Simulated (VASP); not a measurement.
# CuF (P4/mmm) in VASP: further runs

One crystal, CuF, is run at these levels: PBE, r2SCAN, SCAN, r2SCAN+D4; tasks: relaxation of cell and atoms.

Program: VASP 6.6.1. These are calculated values, not measurements. Logs are shortened: lines on timing, memory, paths and dates and some standing lists are left out, and cuts for length are marked.

### Step 1. The structure

The structure is tetragonal, space group P4/mmm (No. 123). The conventional cell has a = 2.471 Å, b = 2.471 Å, c = 3.417 Å, α = 90.00°, β = 90.00°, γ = 90.00°. Cu (site symmetry 4/mmm) has 8 F at 2.44 Å and 4 Cu at 2.47 Å as nearest neighbours. F (site symmetry 4/mmm) is surrounded by 8 Cu at 2.44 Å and 4 F at 2.47 Å.

The cell was built by a generator and needn't be a form met in nature.

### Step 2. Relaxation of cell and atoms, PBE

INCAR

```
SYSTEM = CuF
PREC     = Accurate       ! precision mode
ENCUT    = 600            ! plane-wave cutoff, eV
EDIFF    = 1E-6           ! SCF threshold, eV
ISMEAR   = 0              ! smearing method
SIGMA    = 0.05           ! smearing width, eV
LREAL    = .FALSE.        ! projectors in reciprocal space
LASPH    = .TRUE.         ! aspherical terms in the spheres
NELM     = 100            ! most SCF steps
ALGO     = Normal         ! electronic algorithm
ISIF     = 3              ! what is computed and relaxed
LWAVE    = .FALSE.        ! write WAVECAR
LCHARG   = .FALSE.        ! write CHGCAR
GGA      = PE             ! functional
IBRION   = 2              ! ionic algorithm
NSW      = 40             ! ionic steps
EDIFFG   = -0.01          ! ionic threshold
```

KPOINTS

```
Automatic mesh
0
G
  11 11 8
  0 0 0
```

POSCAR

```
CuF
1.0
    2.4710065500      0.0000000000      0.0000000000
    0.0000000000      2.4710065500      0.0000000000
    0.0000000000      0.0000000000      3.4165013900
Cu F
1 1
Direct
    0.0000000000      0.0000000000      0.0000000000
    0.5000000000      0.5000000000      0.5000000000
```

Potentials or basis: VASP PAW PBE potentials, release 64 (Cu, F).

Command:

```console
> cat potpaw_PBE.64/Cu/POTCAR potpaw_PBE.64/F/POTCAR > POTCAR
> mpirun -np 1 vasp_std > vasp.out
```

OUTCAR:

```text
SYSTEM = CuF
   PREC = Accurate
   ENCUT = 600
   EDIFF = 1E-6
   ISMEAR = 0
   LREAL = .FALSE.
   LASPH = .TRUE.
   NELM = 100
   ISIF = 3
   GGA = PE
   IBRION = 2
   NSW = 40
   EDIFFG = -0.01

 ion  position               nearest neighbor table
   1  0.000  0.000  0.000-
   2  0.500  0.500  0.500-

  LATTYP: Found a simple tetragonal cell.
 ALAT       =     2.4710065500
 C/A-ratio  =     1.3826355054

  Lattice vectors:

 A1 = (   2.4710065500,   0.0000000000,   0.0000000000)
 A2 = (   0.0000000000,   2.4710065500,   0.0000000000)
 A3 = (   0.0000000000,   0.0000000000,   3.4165013900)

Analysis of symmetry for initial positions (statically):
=====================================================================
 Subroutine PRICEL returns:
 Original cell was already a primitive cell.

 Routine SETGRP: Setting up the symmetry group for a
 simple tetragonal supercell.

 Subroutine GETGRP returns: Found 16 space group operations
 (whereof 16 operations were pure point group operations)
 out of a pool of 16 trial point group operations.

The static configuration has the point symmetry D_4h.

Analysis of symmetry for dynamics (positions and initial velocities):
=====================================================================
 Subroutine PRICEL returns:
 Original cell was already a primitive cell.

 Routine SETGRP: Setting up the symmetry group for a
 simple tetragonal supercell.

 Subroutine GETGRP returns: Found 16 space group operations
 (whereof 16 operations were pure point group operations)
 out of a pool of 16 trial point group operations.

The dynamic configuration has the point symmetry D_4h.

 Subroutine INISYM returns: Found 16 space group operations
 (whereof 16 operations are pure point group operations),
 and found     1 'primitive' translations

----------------------------------------------------------------------------------------

                                     Primitive cell

  volume of cell :      20.8607

  direct lattice vectors                    reciprocal lattice vectors
     2.471006550  0.000000000  0.000000000     0.404693383  0.000000000  0.000000000
     0.000000000  2.471006550  0.000000000     0.000000000  0.404693383  0.000000000
     0.000000000  0.000000000  3.416501390     0.000000000  0.000000000  0.292697086

  length of vectors
     2.471006550  2.471006550  3.416501390     0.404693383  0.404693383  0.292697086

  position of ions in fractional coordinates (direct lattice)
     0.000000000  0.000000000  0.000000000
     0.500000000  0.500000000  0.500000000

  ion indices of the primitive-cell ions
   primitive index   ion index
                 1           1
                 2           2

----------------------------------------------------------------------------------------

 KPOINTS: Automatic mesh

Automatic generation of k-mesh.
 Grid dimensions read from file:
 generate k-points for:   11   11    8

 Generating k-lattice:

  Cartesian coordinates                     Fractional coordinates (reciprocal lattice)
     0.036790308  0.000000000  0.000000000     0.090909091  0.000000000  0.000000000
     0.000000000  0.036790308  0.000000000     0.000000000  0.090909091  0.000000000
     0.000000000  0.000000000  0.036587136     0.000000000  0.000000000  0.125000000

  Length of vectors
     0.036790308  0.036790308  0.036587136

  Shift w.r.t. Gamma in fractional coordinates (k-lattice)
     0.000000000  0.000000000  0.000000000

 Subroutine IBZKPT returns following result:
 ===========================================

 Found    105 irreducible k-points:

 Following reciprocal coordinates:
            Coordinates               Weight
  0.000000  0.000000  0.000000      1.000000
  0.090909  0.000000  0.000000      4.000000
  0.181818  0.000000  0.000000      4.000000
  0.272727  0.000000  0.000000      4.000000
  0.363636  0.000000  0.000000      4.000000
  0.454545  0.000000  0.000000      4.000000
[... 16 lines left out ...]
  0.090909  0.000000  0.125000      8.000000
  0.181818  0.000000  0.125000      8.000000
 [... further k-points ...]
   k-points           NKPTS =    105   k-points in BZ     NKDIM =    105   number of bands    NBANDS=     13
   number of dos      NEDOS =    301   number of ions     NIONS =      2
   total plane-waves  NPLWV =  11200
   dimension x,y,z NGX =    20 NGY =   20 NGZ =   28
   dimension x,y,z NGXF=    40 NGYF=   40 NGZF=   56
   ions per type =               1   1
   NGX,Y,Z   is equivalent  to a cutoff of  13.46, 13.46, 13.62 a.u.
   NGXF,Y,Z  is equivalent  to a cutoff of  26.91, 26.91, 27.25 a.u.
 SYSTEM =  CuF
   PREC   = accura    normal or accurate (medium, high low for compatibility)
   ISTART =      0    job   : 0-new  1-cont  2-samecut
   ICHARG =      2    charge: 1-file 2-atom 10-const
   ISPIN  =      1    spin polarized calculation?
   LNONCOLLINEAR =      F non collinear calculations
   LSORBIT =      F    spin-orbit coupling
   LASPH  =      T    aspherical Exc in radial PAW
   ENCUT  =  600.0 eV  44.10 Ry    6.64 a.u.   4.94  4.94  6.82*2*pi/ulx,y,z
   NELM   =    100;   NELMIN=  2; NELMDL= -5     # of ELM steps
   EDIFF  = 0.1E-05   stopping-criterion for ELM
   LREAL  =      F    real-space projection
   EDIFFG = -.1E-01   stopping-criterion for IOM
   NSW    =     40    number of steps for IOM
   IBRION =      2    ionic relax: 0-MD 1-quasi-New 2-CG
   NFREE  =      1    steps in history (QN), initial steepest desc. (CG)
   ISIF   =      3    stress and relaxation
   ISYM   =      2    0-nonsym 1-usesym 2-fastsym
   POTIM  = 0.5000    time-step for ionic-motion
   TEBEG  =    0.0;   TEEND  =   0.0 temperature during run
   PSTRESS=    0.0 pullay stress
   NELECT =      18.0000    total number of electrons
   NUPDOWN=      -1.0000    fix difference up-down
   EMIN   =  10.00;   EMAX   =-10.00  energy-range for DOS
   EFERMI =   0.00;   METHOD = LEGACY
   ISMEAR =     0;   SIGMA  =   0.05  broadening in eV -4-tet -1-fermi 0-gaus
   EFERMI_NEDOS =   21; number of points for ismear=-14 and -15
   IALGO  =     38    algorithm
   IMIX   =      4    mixing-type and parameters
     AMIX     =   0.40;   BMIX     =  1.00
     AMIX_MAG =   1.60;   BMIX_MAG =  1.00
  volume/ion in A,a.u.               =      10.43        70.39
  Fermi-wavevector in a.u.,A,eV,Ry     =   1.558556  2.945245 33.049887  2.429098
  Thomas-Fermi vector in A             =   2.662044
   LORBIT       =      0    0 simple, 1 ext, 2 COOP (PROOUT), +10 PAW based schemes
   GGA     = PE    functional components
   LHFCALC =     F    Hartree Fock is set to
   AEXX    =    0.0000 exact exchange contribution
   IVDW    =     0    specifies the selected vdW correction
   LEPSILON=     F    determine dielectric tensor
   LRPA    =     F    only Hartree local field effects (RPA)
 conjugate gradient relaxation of ions
 non-spin polarized calculation
 Gauss-broadening in eV      SIGMA  =   0.05
  energy-cutoff  :      600.00
  volume of cell :       20.86
 maximum number of plane-waves:       708
 NGX is ok and might be reduce to    20
   NGX =  9   NGY =  9   NGZ = 13

--------------------------------------- Ionic step        1  -------------------------------------------

 number of electron      18.0000001 magnetization

 Free energy of the ion-electron system (eV)
  ---------------------------------------------------
  ext. energy  EPLUGINS =         0.00000000
  ---------------------------------------------------
  free energy    TOTEN  =        -6.76016332 eV

  energy without entropy =       -6.75922754  energy(sigma->0) =       -6.75969543

------------------------ aborting loop because EDIFF is reached ----------------------------------------

  FORCE on cell =-STRESS in cart. coord.  units (eV):
  Direction    XX          YY          ZZ          XY          YZ          ZX
  --------------------------------------------------------------------------------------
  -------------------------------------------------------------------------------------
  Total        1.5525162      1.5525162     -1.4740261      0.0000000     -0.0000000      0.0000000
  in kB      119.2387226    119.2387226   -113.2104073      0.0000000     -0.0000000      0.0000000
  external PRESSURE =      41.7556793 kB  Pullay stress =       0.0000000 kB
[... 89 lines left out ...]
  FREE ENERGIE OF THE ION-ELECTRON SYSTEM (eV)
  ---------------------------------------------------
  free  energy   TOTEN  =        -6.9396583691 eV

  energy  without entropy=       -6.9387310390  energy(sigma->0) =       -6.93919470

 E-fermi :   3.6686     XC(G=0): -11.2351

 val. band max:        3.6656901535   @ k =   0.4545   0.4545   0.5000
 cond. band min:       3.6785626381   @ k =   0.4545   0.4545   0.0000
 fundamental gap:      0.0128724846
 Fermi energy:         3.6686168628

 k-point     1 :       0.0000    0.0000    0.0000
  band No.  band energies     occupation
      1     -19.5764      2.00000
      2      -0.6916      2.00000
      3       0.1257      2.00000
      4       0.1257      2.00000
      5       1.4433      2.00000
      6       1.9184      2.00000
      7       2.5058      2.00000
      8       3.3581      2.00000
      9       3.3581      2.00000
     10       3.4034      2.00000
     11      17.4859      0.00000
     12      17.5826      0.00000
     13      19.8011      0.00000
[... 353 lines left out ...]
 k-point    24 :       0.1818    0.0000    0.1250
  band No.  band energies     occupation
      1     -19.4427      2.00000
      2      -1.4835      2.00000
      3      -0.8138      2.00000
      4       0.1247      2.00000
      5       2.1139      2.00000
      6       2.4250      2.00000
      7       3.1509      2.00000
      8       3.3151      2.00000
      9       3.4515      2.00000
     10       4.0622      0.00000
     11      15.0191      0.00000
     12      15.8821      0.00000
     13      20.3173      0.00000

 [... further k-points ...]

[... ionic steps 4 to 9 ...]

--------------------------------------- Ionic step       10  -------------------------------------------

 number of electron      18.0000031 magnetization

------------------------ aborting loop because EDIFF is reached ----------------------------------------

  FORCE on cell =-STRESS in cart. coord.  units (eV):
  Direction    XX          YY          ZZ          XY          YZ          ZX
  --------------------------------------------------------------------------------------
  -------------------------------------------------------------------------------------
  Total       -0.1734816     -0.1734816      0.0447131      0.0000000      0.0000000      0.0000000
  in kB      -12.7360538    -12.7360538      3.2825870      0.0000000      0.0000000      0.0000000
  external PRESSURE =      -7.3965069 kB  Pullay stress =       0.0000000 kB
[... 57 lines left out ...]
  energy  without entropy=       -6.9876105339  energy(sigma->0) =       -6.98871265

--------------------------------------- Ionic step       12  -------------------------------------------

 number of electron      18.0000007 magnetization

 Free energy of the ion-electron system (eV)
  ---------------------------------------------------
  ext. energy  EPLUGINS =         0.00000000
  ---------------------------------------------------
  free energy    TOTEN  =        -6.98982928 eV

  energy without entropy =       -6.98762732  energy(sigma->0) =       -6.98872830

 E-fermi :   4.3625     XC(G=0): -11.5457

 val. band max:        4.3542913850   @ k =   0.4545   0.4545   0.5000
 cond. band min:       4.4217601535   @ k =   0.0909   0.0909   0.1250
 fundamental gap:      0.0674687685
 Fermi energy:         4.3624762942

 k-point     1 :       0.0000    0.0000    0.0000
  band No.  band energies     occupation
      1     -19.3709      2.00000
      2       0.0838      2.00000
      3       0.1967      2.00000
      4       0.1967      2.00000
      5       2.4582      2.00000
      6       2.6124      2.00000
      7       2.6693      2.00000
      8       4.0440      2.00000
      9       4.0440      2.00000
     10       4.0529      2.00000
     11      19.3075      0.00000
     12      19.6049      0.00000
     13      20.5527      0.00000
[... 397 lines left out ...]
  FREE ENERGIE OF THE ION-ELECTRON SYSTEM (eV)
  ---------------------------------------------------
  free  energy   TOTEN  =        -6.9898292834 eV

  energy  without entropy=       -6.9876273160  energy(sigma->0) =       -6.98872830

 reached required accuracy - stopping structural energy minimisation
```

Wall time 5.6 min (1 thread of Intel Xeon Platinum 8259CL at 2.50GHz (Skylake/Cascade Lake), shared host); peak memory 0.16 GiB.

What came out:

```yaml
Free_energy: -6.9898 eV
Relaxed_volume: 10.86 Å³/atom
Relaxed_cell: a = 2.776 Å, b = 2.776 Å, c = 2.817 Å, α = 90.00°, β = 90.00°, γ = 90.00°
Space_group_after_relaxing_to_0.05_Å: Pm-3m (No. 221)
Energy_gained_by_relaxing: 114.8 meV/atom
Ionic_steps: 12
Pressure_after_relaxing: -0.1 GPa
Band_gap_on_the_k_mesh: none (metal or under the smearing width)
```

Step by step:
```csv
step,energy change (eV),largest force (eV/Å),pressure (GPa),volume (Å³)
1,0.0000,0.0000,4.18,20.86
2,-0.1234,0.0000,0.04,21.65
3,-0.1795,0.0000,-2.89,22.39
4,-0.1825,0.0000,-7.17,23.65
5,-0.1942,0.0000,-4.73,22.94
6,-0.2232,0.0000,0.02,21.71
7,-0.2238,0.0000,1.00,21.50
8,-0.2267,0.0000,0.72,21.57
9,-0.2292,0.0000,0.23,21.66
10,-0.2271,0.0000,-0.74,21.82
11,-0.2297,0.0000,-0.09,21.71
12,-0.2297,0.0000,-0.06,21.72
```

Final structure:
```
Cu F
1.0
     2.77631    0.00000    0.00000
     0.00000    2.77631    0.00000
     0.00000    0.00000    2.81732
Cu F
1 1
Direct
  0.00000 0.00000 0.00000
  0.50000 0.50000 0.50000
```

Levels at points of the mesh, in eV from the Fermi level:
```
           k point  band 7  band 8  band 9  band 10  band 11  band 12
(0.00, 0.00, 0.00)   -1.69   -0.32   -0.32    -0.31    14.95    15.24
(0.00, 0.00, 0.50)   -0.27   -0.13   -0.13     4.17     4.48    16.39
```

Caveat: the run has no spin polarisation, though such a crystal can be magnetic; semilocal functionals often make such compounds metallic where correlation or magnetic order opens a gap, which also shifts bond lengths.

### Step 3. Relaxation of cell and atoms, r2SCAN

INCAR

```
ALGO = Normal ; EDIFF = 1E-7
EDIFFG = -0.02 ; ENCUT = 600
IBRION = 2 ; ISIF = 3
ISMEAR = 0 ; LASPH = T
LCHARG = F ; LMIXTAU = T
LREAL = F ; LWAVE = F
METAGGA = R2SCAN ; NELM = 100
NSW = 60 ; PREC = Accurate
SIGMA = 0.05
```

KPOINTS

```
k-points
0
Gamma
  11 11 8
```

POSCAR is that of step 2.

Potentials or basis: VASP PAW PBE potentials, release 64 (Cu, F).

Command:

```console
> cat potpaw_PBE.64/Cu/POTCAR potpaw_PBE.64/F/POTCAR > POTCAR
> mpirun -np 1 vasp_std > vasp.out
```

Wall time 19 min (1 thread of Intel Xeon Platinum 8259CL at 2.50GHz (Skylake/Cascade Lake), shared host); peak memory 0.18 GiB.

It converged, with:

| Property | Result |
| --- | --- |
| Free energy | -15.7513 eV |
| Relaxed volume | 10.27 Å³/atom |
| Relaxed cell | a = 2.733 Å, b = 2.733 Å, c = 2.749 Å, α = 90.00°, β = 90.00°, γ = 90.00° |
| Space group after relaxing (to 0.05 Å) | Pm-3m (No. 221) |
| Energy gained by relaxing | 129.3 meV/atom |
| Ionic steps | 11 |
| Pressure after relaxing | -0.1 GPa |
| Band gap on the k mesh | none (metal or under the smearing width) |

Stress tensor (GPa, compression positive):
```
-0.12  0.00  0.00
 0.00 -0.12  0.00
 0.00  0.00  0.04
```

The path:
```csv
step,energy change (eV),largest force (eV/Å),pressure (GPa),volume (Å³)
1,0.0000,0.0000,-2.15,20.86
2,-0.1464,0.0000,0.42,20.39
3,-0.2080,0.0000,3.82,19.91
4,-0.1901,0.0000,13.45,18.74
5,-0.2391,0.0000,1.75,20.20
6,-0.2407,0.0000,3.34,19.98
7,-0.2522,0.0000,1.68,20.22
8,-0.2581,0.0000,-0.11,20.53
9,-0.2584,0.0000,-0.53,20.61
10,-0.2584,0.0000,-0.61,20.62
11,-0.2587,0.0000,-0.06,20.53
```

Final structure:
```
Cu F
1.0
     2.73303    0.00000    0.00000
     0.00000    2.73303    0.00000
     0.00000    0.00000    2.74887
Cu F
1 1
Direct
  0.00000 0.00000 0.00000
  0.50000 0.50000 0.50000
```

Levels at points of the mesh, in eV from the Fermi level:
```tsv
k point	band 5	band 6	band 7	band 8	band 9	band 10	band 11	band 12	band 13
(0.00, 0.00, 0.00)	-1.90	-1.89	-1.51	-0.40	-0.40	-0.39	15.94	16.07	17.82
(0.00, 0.00, 0.50)	-1.68	-0.45	-0.34	-0.21	-0.21	4.76	5.25	17.54	17.54
```

Caveat: the PAW data sets were made with another functional, which shifts forces and pressure a little; the run has no spin polarisation, though such a crystal can be magnetic; semilocal functionals often make such compounds metallic where correlation or magnetic order opens a gap, which also shifts bond lengths. With open d or f shells a metallic result of r2SCAN can be an artefact of self-interaction; +U or a hybrid may open a gap.

[end of part 1 of 2]
